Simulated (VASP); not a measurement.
Method: AM05 GGA, VASP's PBE PAW potentials (set 64) (plane waves; VASP 6.6.1).

VASP ran on this input.

INCAR:
```
SYSTEM = Tm
PREC = Accurate
ENCUT = 520
EDIFF = 1E-7
NELM = 100
ALGO = Normal
LREAL = .FALSE.
LASPH = .TRUE.
ISMEAR = 1
SIGMA = 0.1
GGA = AM
LMAXMIX = 6
LWAVE = .FALSE.
LCHARG = .FALSE.
ISIF = 4
IBRION = 2
NSW = 30
EDIFFG = -0.01
```

KPOINTS:
```
Automatic mesh
0
Gamma
12 12 7
0 0 0
```

### POSCAR
```
Tm
1
    1.7893910849    -3.0993163437     0.0000000000
    1.7893910849     3.0993163437     0.0000000000
    0.0000000000     0.0000000000     5.5305419492
Tm
2
Direct
  0.3333330000   0.6666670000   0.2500000000
  0.6666670000   0.3333330000   0.7500000000
```

POTCAR, in this order: Tm_3 (PBE.64 set). Program: vasp_std.

What VASP printed:

### OSZICAR
```
       N       E                     dE             d eps       ncg     rms          rms(c)
DAV:   1     0.638285265873E+02    0.63829E+02   -0.84498E+03  1984   0.131E+03
DAV:   2    -0.479834846024E+01   -0.68627E+02   -0.67614E+02  2034   0.394E+02
DAV:   3    -0.923356207708E+01   -0.44352E+01   -0.41316E+01  3219   0.613E+01
DAV:   4    -0.935778099107E+01   -0.12422E+00   -0.11824E+00  3152   0.849E+00
DAV:   5    -0.935933145562E+01   -0.15505E-02   -0.15485E-02  2790   0.815E-01    0.237E+01
DAV:   6    -0.933987052164E+01    0.19461E-01   -0.38870E-02  3142   0.226E+00    0.140E+01
DAV:   7    -0.934365514597E+01   -0.37846E-02   -0.69937E-02  3059   0.295E+00    0.360E-01
DAV:   8    -0.934321313000E+01    0.44202E-03   -0.35730E-03  2582   0.546E-01    0.779E-02
DAV:   9    -0.934321854743E+01   -0.54174E-05   -0.27903E-04  3274   0.178E-01    0.290E-02
DAV:  10    -0.934321387764E+01    0.46698E-05   -0.21717E-05  2769   0.412E-02    0.298E-02
DAV:  11    -0.934321388473E+01   -0.70982E-08   -0.18003E-06  2573   0.147E-02    0.294E-03
DAV:  12    -0.934321395508E+01   -0.70345E-07   -0.16976E-07  1725   0.480E-03
   1 F= -.93432140E+01 E0= -.93426040E+01  d E =-.934321E+01
       N       E                     dE             d eps       ncg     rms          rms(c)
DAV:   1    -0.934375613655E+01   -0.54225E-03   -0.16570E-02  2136   0.102E+00    0.101E-01
DAV:   2    -0.934351395098E+01    0.24219E-03   -0.61270E-04  2952   0.323E-01    0.565E-02
DAV:   3    -0.934338678171E+01    0.12717E-03   -0.13923E-04  2956   0.113E-01    0.300E-02
DAV:   4    -0.934338669564E+01    0.86072E-07   -0.24600E-05  2900   0.409E-02    0.118E-02
DAV:   5    -0.934338632870E+01    0.36694E-06   -0.82862E-07  2865   0.976E-03    0.154E-03
DAV:   6    -0.934338627776E+01    0.50941E-07   -0.80878E-08  1405   0.273E-03
   2 F= -.93433863E+01 E0= -.93428150E+01  d E =-.172323E-03
       N       E                     dE             d eps       ncg     rms          rms(c)
DAV:   1    -0.934354200343E+01   -0.15567E-03   -0.57226E-03  2096   0.597E-01    0.590E-02
DAV:   2    -0.934345856549E+01    0.83438E-04   -0.21198E-04  2935   0.190E-01    0.333E-02
DAV:   3    -0.934341425535E+01    0.44310E-04   -0.48313E-05  2948   0.670E-02    0.177E-02
DAV:   4    -0.934341419560E+01    0.59749E-07   -0.86582E-06  2890   0.243E-02    0.704E-03
DAV:   5    -0.934341402226E+01    0.17334E-06   -0.24425E-07  1628   0.567E-03    0.871E-04
DAV:   6    -0.934341399881E+01    0.23448E-07   -0.54802E-08  1203   0.285E-03
   3 F= -.93434140E+01 E0= -.93428635E+01  d E =-.200044E-03
```

OUTCAR:
```
------------------------ aborting loop because EDIFF is reached ----------------------------------------
  FORCE on cell =-STRESS in cart. coord.  units (eV):
  Direction    XX          YY          ZZ          XY          YZ          ZX
  --------------------------------------------------------------------------------------
  Total       -0.8868516     -0.8868517     -0.8864102      0.0000000      0.0000000     -0.0000000
  in kB      -23.1628871    -23.1628881    -23.1513567      0.0000000      0.0000000     -0.0000000
  external PRESSURE =     -23.1590440 kB  Pullay stress =       0.0000000 kB
  volume of cell :       61.34
      direct lattice vectors                 reciprocal lattice vectors
     1.786540859 -3.094379602 -0.000000000     0.279870453 -0.161583278  0.000000000
     1.786540859  3.094379602 -0.000000000     0.279870453  0.161583278 -0.000000000
     0.000000000  0.000000000  5.548202758     0.000000000  0.000000000  0.180238546
 POSITION                                       TOTAL-FORCE (eV/Angst)
 -----------------------------------------------------------------------------------
      1.78654      1.03146      1.38705         0.000000     -0.000000      0.000000
      1.78654     -1.03146      4.16115        -0.000000      0.000000      0.000000
 -----------------------------------------------------------------------------------
    total drift:                                0.000000      0.000072     -0.000012
  FREE ENERGIE OF THE ION-ELECTRON SYSTEM (eV)
  ---------------------------------------------------
  free  energy   TOTEN  =        -9.3434139988 eV

  energy  without entropy=       -9.3417623996  energy(sigma->0) =       -9.34286347

 reached required accuracy - stopping structural energy minimisation
```
(Selected blocks of OUTCAR.)

### CONTCAR
```
Tm
   1.00000000000000
     1.7865408585696201   -3.0943796018000196   -0.0000000000000000
     1.7865408585696201    3.0943796018000196   -0.0000000000000000
     0.0000000000000000    0.0000000000000000    5.5482027583106319
  Tm
     2
Direct
     0.3333330000000032    0.6666669999999968    0.2500000000000000
     0.6666669999999968    0.3333330000000032    0.7500000000000000
```

The 4f electrons are frozen in the core of the lanthanide potential, so 4f levels, which can set the real gap, and their magnetism are missing.

The compound is Tm in the hcp structure. This cell is one point of a volume scan, at 1.06 of the reference volume. Symmetry was kept, so distortions that lower it aren't found.
